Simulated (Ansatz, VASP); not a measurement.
# GaMo in VASP and in Ansatz

```
CELL_PARAMETERS angstrom
4.61701 0.00000 0.00000
0.00000 2.73232 0.00000
0.00000 0.00000 4.85465
ATOMIC_POSITIONS crystal
Ga 0.75000 0.00000 0.66381
Ga 0.25000 0.00000 0.33619
Mo 0.75000 0.50000 0.15890
Mo 0.25000 0.50000 0.84110
```

Alike in both runs: functional PBE; k mesh 4 × 6 × 4; occupations gaussian, width 0.1 eV; no spin polarisation.

Ansatz relaxed the structure, and its values are those at the end. VASP's run is a single point on that final structure, the one shown.

|  | VASP | Ansatz |
| --- | --- | --- |
| version | VASP 6.6.1 | Ansatz 0.2.0 |
| potentials or method | VASP PAW PBE potentials, release 64 (Ga_d, Mo_sv) | scalar-relativistic, plane waves, PAW |
| plane-wave cutoff (eV) | 520 | 420 |
| valence electrons in the cell | 54 | 54 |

Ansatz gave:

* gap on the k mesh at the Fermi level (eV): none
* pressure (GPa): -0.2
* rms of the force components (eV/Å): 0.001

What did VASP give for the same quantities?

gap on the k mesh at the Fermi level (eV): none; pressure (GPa): 0.3; rms of the force components (eV/Å): 0.003.

A gap of «none» marks a metal or a gap that the smearing closes.

Caveats: the k mesh is coarse (spacing up to 0.38 Å⁻¹), so the values aren't converged.
